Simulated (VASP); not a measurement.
Here is a VASP 6.6.1 calculation.

The input POSCAR:

```
GaAs                                    
1.0
    0.0000000000      2.8751155356      2.8751155356
    2.8751155356      0.0000000000      2.8751155356
    2.8751155356      2.8751155356      0.0000000000
  Ga              As            
     1     1
Direct
     0.0000000000000000    0.0000000000000000    0.0000000000000000
     0.2500000000000000    0.2500000000000000    0.2500000000000000
```

File INCAR.step1:

```
PREC     = Accurate       # precision mode
ENCUT    = 520            # plane-wave cutoff, eV
EDIFF    = 1E-5           # SCF threshold, eV
ISMEAR   = 0              # smearing method
SIGMA    = 0.03           # smearing width, eV
LREAL    = F              # projectors in reciprocal space
LASPH    = T              # aspherical terms in the spheres
NELM     = 80             # most SCF steps
ALGO     = Normal         # electronic algorithm
ISIF     = 2              # what is computed and relaxed
LWAVE    = T              # write WAVECAR
LCHARG   = F              # write CHGCAR
NBANDS   = 16             # bands
KPAR     = 2            
GGA      = PE             # functional
```

Contents of INCAR.step2:

```
PREC     = Accurate       # precision mode
ENCUT    = 520            # plane-wave cutoff, eV
EDIFF    = 1E-6           # SCF threshold, eV
ISMEAR   = 0              # smearing method
SIGMA    = 0.03           # smearing width, eV
LREAL    = F              # projectors in reciprocal space
LASPH    = T              # aspherical terms in the spheres
NELM     = 80             # most SCF steps
ALGO     = Normal         # electronic algorithm
ISIF     = 2              # what is computed and relaxed
LWAVE    = F              # write WAVECAR
LCHARG   = F              # write CHGCAR
GGA      = PE             # functional
LHFCALC  = T              # exact exchange
HFSCREEN = 0.2            # screening, 1/A
PRECFOCK = Fast         
NBANDS   = 16             # bands
KPAR     = 2            
ISTART   = 1
```

The input KPOINTS:

```
regular mesh
0
Gamma
  6 6 6
```

File KPOINTS_OPT:

```
explicit points
9
Reciprocal
 0.0000000000  0.0000000000  0.0000000000 1
 0.3750000000  0.3750000000  0.7500000000 1
 0.5000000000  0.5000000000  0.5000000000 1
 0.6250000000  0.2500000000  0.6250000000 1
 0.5000000000  0.2500000000  0.7500000000 1
 0.5000000000  0.0000000000  0.5000000000 1
 0.4000000000  0.0000000000  0.4000000000 1
 0.4250000000  0.0000000000  0.4250000000 1
 0.4500000000  0.0000000000  0.4500000000 1
```

Potentials or basis: VASP PAW PBE potentials, release 64 (Ga_d, As).

The run is started by

```sh
$ cat potpaw_PBE.64/Ga_d/POTCAR potpaw_PBE.64/As/POTCAR > POTCAR
$ cp INCAR.step1 INCAR
$ mpirun -np 2 vasp_std > vasp.out
$ cp INCAR.step2 INCAR
$ mpirun -np 2 vasp_std > vasp.out
```

Problem. What does it give for the band gap on the k mesh?

Solution. 1.00 eV, direct.

Problem. Predict the band gap along the path.

Solution. 1.00 eV, direct.

Problem. Predict the pressure.

Solution. -2.5 GPa.

Caveat: the PAW data sets were made with another functional, which shifts forces and pressure a little.

**The experiment to reproduce.**

“Evidence of valence band perturbations in GaAsN/GaAs(001): A combined variable-angle spectroscopic ellipsometry and modulated photoreflectance investigation”, 2008, arxiv:0805.2212 reports, for a bulk crystal of GaAs at 300 K: band gap 1.412 ± 0.01 eV (direct).

A measured gap of GaAs is 1.412 eV (direct; 300 K; “Evidence of valence band perturbations in GaAsN/GaAs(001): A combined variable-angle spectroscopic ellipsometry and modulated photoreflectance investigation”, 2008, arxiv:0805.2212); the calculated 1.00 eV misses it by -0.41 eV. 3 values of this kind are on record (1.412 to 1.51 eV); this one was drawn at random among those near their median, those with a stated uncertainty first. Spin-orbit coupling on As, Ga is left out. The value is that of HSE06, without temperature or zero-point motion.
